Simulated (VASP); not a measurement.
# BiCl3O (Pm-3m) in VASP: reference runs

Reference runs on BiCl3O: the cell as given.

Everything below comes from runs of VASP 6.6.1. Logs are shortened: lines on timing, memory, paths and dates and some standing lists are left out, and cuts for length are marked.

## Step 1: Starting point

It takes space group Pm-3m (No. 221, cubic). Conventional cell: a = 5.399 Å, b = 5.399 Å, c = 5.399 Å, α = 90.00°, β = 90.00°, γ = 90.00°. Around Bi (site symmetry m-3m) lie 6 Cl at 2.70 Å. Around Cl (site symmetry 4/mmm) lie 2 Bi at 2.70 Å. O (site symmetry m-3m) is surrounded by 12 Cl at 3.82 Å.

The cell was built by a generator and needn't be a form met in nature.

## Step 2: Single point, PBE

File INCAR:

```
  ALGO = Normal
  EDIFF = 1E-7
  ENCUT = 520
  GGA = PE
  ISIF = 2
  ISMEAR = -1
  LASPH = T
  LCHARG = F
  LREAL = F
  LWAVE = F
  NBANDS = 29
  NELM = 80
  PREC = Accurate
  SIGMA = 0.05
```

File KPOINTS:

```
k-points
0
Gamma
  5 5 5
```

File POSCAR:

```
BiCl3O
1.0
    5.3986900000      0.0000000000      0.0000000000
    0.0000000000      5.3986900000      0.0000000000
    0.0000000000      0.0000000000      5.3986900000
Bi Cl O
1 3 1
Direct
    0.5000000000      0.5000000000      0.5000000000
    0.0000000000      0.5000000000      0.5000000000
    0.5000000000      0.0000000000      0.5000000000
    0.5000000000      0.5000000000      0.0000000000
    0.0000000000      0.0000000000      0.0000000000
```

Potentials or basis: VASP PAW PBE potentials, release 64 (Bi_d, Cl, O).

Command:

```bash
> cat potpaw_PBE.64/Bi_d/POTCAR potpaw_PBE.64/Cl/POTCAR potpaw_PBE.64/O/POTCAR > POTCAR
> mpirun -np 1 vasp_std > vasp.out
```

OUTCAR:

```text
EDIFF = 1E-7
   ENCUT = 520
   GGA = PE
   ISIF = 2
   ISMEAR = -1
   LASPH = T
   LREAL = F
   NELM = 80
   PREC = Accurate

 ion  position               nearest neighbor table
   1  0.500  0.500  0.500-   2 2.70   3 2.70   4 2.70   4 2.70   3 2.70   2 2.70
   2  0.000  0.500  0.500-   1 2.70   1 2.70
   3  0.500  0.000  0.500-   1 2.70   1 2.70
   4  0.500  0.500  0.000-   1 2.70   1 2.70
   5  0.000  0.000  0.000-

  LATTYP: Found a simple cubic cell.
 ALAT       =     5.3986900000

  Lattice vectors:

 A1 = (   5.3986900000,   0.0000000000,   0.0000000000)
 A2 = (   0.0000000000,   5.3986900000,   0.0000000000)
 A3 = (   0.0000000000,   0.0000000000,   5.3986900000)

Analysis of symmetry for initial positions (statically):
=====================================================================
 Subroutine PRICEL returns:
 Original cell was already a primitive cell.

 Routine SETGRP: Setting up the symmetry group for a
 simple cubic supercell.

 Subroutine GETGRP returns: Found 48 space group operations
 (whereof 48 operations were pure point group operations)
 out of a pool of 48 trial point group operations.

The static configuration has the point symmetry O_h .

Analysis of symmetry for dynamics (positions and initial velocities):
=====================================================================
 Subroutine PRICEL returns:
 Original cell was already a primitive cell.

 Routine SETGRP: Setting up the symmetry group for a
 simple cubic supercell.

 Subroutine GETGRP returns: Found 48 space group operations
 (whereof 48 operations were pure point group operations)
 out of a pool of 48 trial point group operations.

The dynamic configuration has the point symmetry O_h .

 Subroutine INISYM returns: Found 48 space group operations
 (whereof 48 operations are pure point group operations),
 and found     1 'primitive' translations

----------------------------------------------------------------------------------------

                                     Primitive cell

  volume of cell :     157.3494
[... 73 lines left out ...]
   ICHARG =      2    charge: 1-file 2-atom 10-const
   ISPIN  =      1    spin polarized calculation?
   LNONCOLLINEAR =      F non collinear calculations
   LSORBIT =      F    spin-orbit coupling
   LASPH  =      T    aspherical Exc in radial PAW
   ENCUT  =  520.0 eV  38.22 Ry    6.18 a.u.  10.04 10.04 10.04*2*pi/ulx,y,z
   NELM   =     80;   NELMIN=  2; NELMDL= -5     # of ELM steps
   EDIFF  = 0.1E-06   stopping-criterion for ELM
   LREAL  =      F    real-space projection
   EDIFFG = 0.1E-05   stopping-criterion for IOM
   NSW    =      0    number of steps for IOM
   IBRION =     -1    ionic relax: 0-MD 1-quasi-New 2-CG
   NFREE  =      0    steps in history (QN), initial steepest desc. (CG)
   ISIF   =      2    stress and relaxation
   ISYM   =      2    0-nonsym 1-usesym 2-fastsym
   POTIM  = 0.5000    time-step for ionic-motion
   TEBEG  =    0.0;   TEEND  =   0.0 temperature during run
   PSTRESS=    0.0 pullay stress
   NELECT =      42.0000    total number of electrons
   NUPDOWN=      -1.0000    fix difference up-down
   EMIN   =  10.00;   EMAX   =-10.00  energy-range for DOS
   EFERMI =   0.00;   METHOD = LEGACY
   ISMEAR =    -1;   SIGMA  =   0.05  broadening in eV -4-tet -1-fermi 0-gaus
   EFERMI_NEDOS =   21; number of points for ismear=-14 and -15
   IALGO  =     38    algorithm
   IMIX   =      4    mixing-type and parameters
     AMIX     =   0.40;   BMIX     =  1.00
     AMIX_MAG =   1.60;   BMIX_MAG =  1.00
  volume/ion in A,a.u.               =      31.47       212.37
  Fermi-wavevector in a.u.,A,eV,Ry     =   1.054070  1.991904 15.116943  1.111064
  Thomas-Fermi vector in A             =   2.189216
   LORBIT       =      0    0 simple, 1 ext, 2 COOP (PROOUT), +10 PAW based schemes
   GGA     = PE    functional components
   LHFCALC =     F    Hartree Fock is set to
   AEXX    =    0.0000 exact exchange contribution
   IVDW    =     0    specifies the selected vdW correction
   LEPSILON=     F    determine dielectric tensor
   LRPA    =     F    only Hartree local field effects (RPA)
 non-spin polarized calculation
  energy-cutoff  :      520.00
  volume of cell :      157.35
 maximum number of plane-waves:      4252
   NGX = 21   NGY = 21   NGZ = 21

 number of electron      42.0000004 magnetization

 Free energy of the ion-electron system (eV)
  ---------------------------------------------------
  ext. energy  EPLUGINS =         0.00000000
  ---------------------------------------------------
  free energy    TOTEN  =       -13.52992542 eV

  energy without entropy =      -13.35357655  energy(sigma->0) =      -13.44175099

 E-fermi :  -1.0004     XC(G=0):  -7.5142

 val. band max:       -1.0021242054   @ k =   0.2000   0.0000   0.0000
 cond. band min:      -0.9996550166   @ k =   0.2000   0.2000   0.2000
 fundamental gap:      0.0024691888
 Fermi energy:        -1.0004382149

 k-point     1 :       0.0000    0.0000    0.0000
  band No.  band energies     occupation
      1     -23.4154      2.00000
      2     -23.4154      2.00000
      3     -23.3544      2.00000
      4     -23.3544      2.00000
      5     -23.3544      2.00000
      6     -15.9857      2.00000
[... 309 lines left out ...]
     28       9.3829      0.00000
     29       9.3829      0.00000

------------------------ aborting loop because EDIFF is reached ----------------------------------------

  FORCE on cell =-STRESS in cart. coord.  units (eV):
  Direction    XX          YY          ZZ          XY          YZ          ZX
  --------------------------------------------------------------------------------------
  -------------------------------------------------------------------------------------
  Total        0.0267517      0.0267517      0.0267517      0.0000000     -0.0000000      0.0000000
  in kB        0.2723933      0.2723933      0.2723933      0.0000000     -0.0000000      0.0000000
  external PRESSURE =       0.2723933 kB  Pullay stress =       0.0000000 kB

 VOLUME and BASIS-vectors are now :
 -----------------------------------------------------------------------------
  energy-cutoff  :      520.00
  volume of cell :      157.35
      direct lattice vectors                 reciprocal lattice vectors
     5.398690000  0.000000000  0.000000000     0.185230121  0.000000000  0.000000000
     0.000000000  5.398690000  0.000000000     0.000000000  0.185230121  0.000000000
     0.000000000  0.000000000  5.398690000     0.000000000  0.000000000  0.185230121

 POSITION                                       TOTAL-FORCE (eV/Angst)
 -----------------------------------------------------------------------------------
      2.69935      2.69935      2.69935         0.000000      0.000000      0.000000
      0.00000      2.69935      2.69935         0.000000      0.000000      0.000000
      2.69935      0.00000      2.69935         0.000000      0.000000      0.000000
      2.69935      2.69935      0.00000         0.000000      0.000000      0.000000
      0.00000      0.00000      0.00000         0.000000      0.000000      0.000000
 -----------------------------------------------------------------------------------
    total drift:                                0.000000      0.000000     -0.000000

  FREE ENERGIE OF THE ION-ELECTRON SYSTEM (eV)
  ---------------------------------------------------
  free  energy   TOTEN  =       -13.5299254216 eV

  energy  without entropy=      -13.3535765524  energy(sigma->0) =      -13.44175099
```

stdout:

```text
POSCAR found type information on POSCAR BiClO
 POSCAR found :  3 types and       5 ions
 scaLAPACK will be used
 LDA part: xc-table for (Slater+PW92), standard interpolation
 POSCAR, INCAR and KPOINTS ok, starting setup
 FFT: planning ... GRIDC
 FFT: planning ... GRID_SOFT
 FFT: planning ... GRID
 WAVECAR not read
 entering main loop
```

Wall time 32 s (1 thread of AMD EPYC 9R14 (Zen 4), shared host); peak memory 0.22 GiB.

What came out:

```
Free energy            : -13.5299 eV
Pressure               : 0.0 GPa
Band gap on the k mesh : none (metal or under the smearing width)
```

Caveat: spin-orbit coupling is left out, which moves the levels of the heavy elements.
